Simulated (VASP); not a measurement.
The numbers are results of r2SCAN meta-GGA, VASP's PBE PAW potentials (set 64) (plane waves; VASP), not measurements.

Input for VASP

POSCAR:
```
BaAlSiH
1.0
  4.3254184797   0.0000000000   0.0000000000
 -2.1627092399   3.7459220018   0.0000000000
  0.0000000000   0.0000000000   5.2586568164
Ba Al Si H
1 1 1 1
direct
  0.0000000000   0.0000000000   0.0012347162
  0.6666670000   0.3333330000   0.4639629935
  0.3333330000   0.6666670000   0.5412939931
  0.6666670000   0.3333330000   0.1364182973
```

**INCAR**
```
! general
SYSTEM   =  BaAlSiH
PREC     =  Accurate
ENCUT    =  400   ! plane-wave cut-off (eV)
LREAL    =  .False.
LASPH    =  .True.

! electronic loop
EDIFF    =  1E-7   ! SCF stop (eV)
NELM     =  100
ALGO     =  Normal
LMAXMIX  =  4
LMIXTAU  =  .True.

! smearing
ISMEAR   =  -5

! functional
METAGGA  =  R2SCAN

! ions
ISIF     =  2

! output
LWAVE    =  .False.
LCHARG   =  .False.
LORBIT   =  11   ! lm-projected
NEDOS    =  601   ! DOS grid

! other
LEFG     =  .True.
```

KPOINTS_OPT:
```
k-points along high-symmetry lines
6
Line-mode
Reciprocal
  0.000000   0.000000   0.000000 ! GAMMA
  0.500000   0.000000   0.000000 ! M

  0.500000   0.000000   0.000000 ! M
  0.333333   0.333333   0.000000 ! K

  0.333333   0.333333   0.000000 ! K
  0.000000   0.000000   0.000000 ! GAMMA

  0.000000   0.000000   0.000000 ! GAMMA
  0.000000   0.000000   0.500000 ! A

  0.000000   0.000000   0.500000 ! A
  0.500000   0.000000   0.500000 ! L

  0.500000   0.000000   0.500000 ! L
  0.333333   0.333333   0.500000 ! H

  0.333333   0.333333   0.500000 ! H
  0.000000   0.000000   0.500000 ! A

  0.500000   0.000000   0.500000 ! L
  0.500000   0.000000   0.000000 ! M

  0.333333   0.333333   0.500000 ! H
  0.333333   0.333333   0.000000 ! K
```

KPOINTS:
```
Automatic mesh
0
Gamma
7 7 5
0 0 0
```

POTCAR, in this order: Ba_sv Al Si H (PBE.64 set). Program: vasp_std.

The resulting files:

OSZICAR:
```
       N       E                     dE             d eps       ncg     rms          rms(c)
DAV:   1     0.309428155394E+02    0.30943E+02   -0.65959E+03   832   0.988E+02
DAV:   2    -0.470637185377E+02   -0.78007E+02   -0.75856E+02  1138   0.166E+02
DAV:   3    -0.513094720089E+02   -0.42458E+01   -0.42344E+01  1130   0.424E+01
DAV:   4    -0.513912215167E+02   -0.81750E-01   -0.81723E-01  1129   0.630E+00
DAV:   5    -0.513930513965E+02   -0.18299E-02   -0.18298E-02  1215   0.775E-01    0.705E+00
DAV:   6    -0.482981303514E+02    0.30949E+01   -0.12406E+00  1083   0.753E+00    0.422E+00
DAV:   7    -0.466008601373E+02    0.16973E+01   -0.13364E+00  1027   0.109E+01    0.104E+00
DAV:   8    -0.469851353137E+02   -0.38428E+00   -0.89511E-01   982   0.839E+00    0.838E-01
DAV:   9    -0.474571308121E+02   -0.47200E+00   -0.47574E-01   842   0.645E+00    0.489E-01
DAV:  10    -0.474387103068E+02    0.18421E-01   -0.64354E-02   867   0.211E+00    0.346E-01
DAV:  11    -0.474618549405E+02   -0.23145E-01   -0.10550E-02  1072   0.898E-01    0.746E-02
DAV:  12    -0.474880939292E+02   -0.26239E-01   -0.13579E-02   852   0.130E+00    0.710E-02
DAV:  13    -0.474874826955E+02    0.61123E-03   -0.10062E-03  1155   0.258E-01    0.367E-02
DAV:  14    -0.474884644006E+02   -0.98171E-03   -0.50551E-04   877   0.226E-01    0.138E-02
DAV:  15    -0.474884698344E+02   -0.54338E-05   -0.67254E-05  1123   0.808E-02    0.651E-03
DAV:  16    -0.474884776673E+02   -0.78329E-05   -0.54897E-05   862   0.794E-02    0.438E-03
DAV:  17    -0.474884897693E+02   -0.12102E-04   -0.81210E-06   912   0.253E-02    0.302E-03
DAV:  18    -0.474884928833E+02   -0.31139E-05   -0.30401E-06   950   0.154E-02    0.117E-03
DAV:  19    -0.474884923712E+02    0.51202E-06   -0.28626E-07   886   0.519E-03    0.772E-04
DAV:  20    -0.474884931984E+02   -0.82716E-06   -0.22776E-07   668   0.498E-03    0.271E-04
DAV:  21    -0.474884927706E+02    0.42777E-06   -0.10848E-07   630   0.331E-03    0.186E-04
DAV:  22    -0.474884928085E+02   -0.37889E-07   -0.11621E-08   461   0.100E-03
   1 F= -.47488493E+02 E0= -.47488493E+02  d E =0.000000E+00
       N       E                     dE             ncg
       N       E                     dE             ncg
```

### OUTCAR
```
------------------------ aborting loop because EDIFF is reached ----------------------------------------
  FORCE on cell =-STRESS in cart. coord.  units (eV):
  Direction    XX          YY          ZZ          XY          YZ          ZX
  --------------------------------------------------------------------------------------
  Total       -0.0365723     -0.0365723      0.0943807      0.0000000      0.0000000      0.0000000
  in kB       -0.6877028     -0.6877027      1.7747290      0.0000000      0.0000000      0.0000000
  external PRESSURE =       0.1331078 kB  Pullay stress =       0.0000000 kB
  volume of cell :       85.20
      direct lattice vectors                 reciprocal lattice vectors
     4.325418480  0.000000000  0.000000000     0.231191503  0.133478487  0.000000000
    -2.162709240  3.745922002  0.000000000     0.000000000  0.266956973  0.000000000
     0.000000000  0.000000000  5.258656816     0.000000000  0.000000000  0.190162628
 POSITION                                       TOTAL-FORCE (eV/Angst)
 -----------------------------------------------------------------------------------
      0.00000      0.00000      0.00649        -0.000000      0.000000      0.000997
      2.16271      1.24864      2.43982        -0.000000      0.000000     -0.000600
     -0.00000      2.49728      2.84648         0.000000     -0.000000      0.015593
      2.16271      1.24864      0.71738        -0.000000      0.000000     -0.015989
 -----------------------------------------------------------------------------------
    total drift:                                0.000050     -0.000030     -0.006773
  FREE ENERGIE OF THE ION-ELECTRON SYSTEM (eV)
  ---------------------------------------------------
  free  energy   TOTEN  =       -47.4884928085 eV

  energy  without entropy=      -47.4884928085  energy(sigma->0) =      -47.48849281

 total charge

# of ion       s       p       d       tot
------------------------------------------
    1        2.020   5.616   0.324   7.959
    2        0.406   0.396   0.000   0.802
    3        0.747   0.949   0.000   1.696
    4        0.574   0.007   0.000   0.580
--------------------------------------------------
tot          3.746   6.968   0.324  11.038
```
(Selected blocks of OUTCAR.)

OUTCAR:
```
 val. band max:        3.5313305209   @ k =   0.0000   0.0000   0.4000

 cond. band min:       4.6045001807   @ k =   0.0000   0.4286   0.2000


 Fermi energy:         3.5737297965

 k-point     1 :       0.0000    0.0000    0.0000
  band No.  band energies     occupation
      1     -24.6295      2.00000
      2      -9.5882      2.00000
      3      -9.2244      2.00000
      4      -9.2244      2.00000
      5      -5.4755      2.00000
      6      -0.6864      2.00000
      7       2.9075      2.00000
      8       3.1830      2.00000
      9       3.1830      2.00000
     10       5.3139      0.00000
     11       7.0853      0.00000
     12       7.0854      0.00000
     13       8.1398      0.00000

 k-point     2 :       0.1429   -0.0000    0.0000
  band No.  band energies     occupation
      1     -24.6200      2.00000
      2      -9.5641      2.00000
      3      -9.3741      2.00000
      4      -9.2493      2.00000
      5      -5.2152      2.00000
      6      -0.8029      2.00000
      7       2.2506      2.00000
      8       2.9708      2.00000
      9       3.0231      2.00000
     10       5.8430      0.00000
     11       6.9287      0.00000
     12       7.2325      0.00000
     13       7.5469      0.00000

 k-point     3 :       0.2857   -0.0000    0.0000
  band No.  band energies     occupation
      1     -24.5985      2.00000
      2      -9.6871      2.00000
      3      -9.4948      2.00000
      4      -9.3044      2.00000
      5      -4.5398      2.00000
      6      -1.2959      2.00000
      7       1.1119      2.00000
      8       2.7065      2.00000
      9       3.0837      2.00000
     10       5.2183      0.00000
     11       6.5648      0.00000
     12       7.1866      0.00000
     13       7.2646      0.00000

 k-point     4 :       0.4286   -0.0000    0.0000
  band No.  band energies     occupation
      1     -24.5812      2.00000
      2      -9.9015      2.00000
      3      -9.4478      2.00000
...
```

Unless said otherwise, spin-orbit coupling is left out, though it shifts the bands of the heavy elements here.

The structure comes from a computed database's BaAlSiH entry (P3m1); how it stands against other phases isn't given here. It was relaxed first.
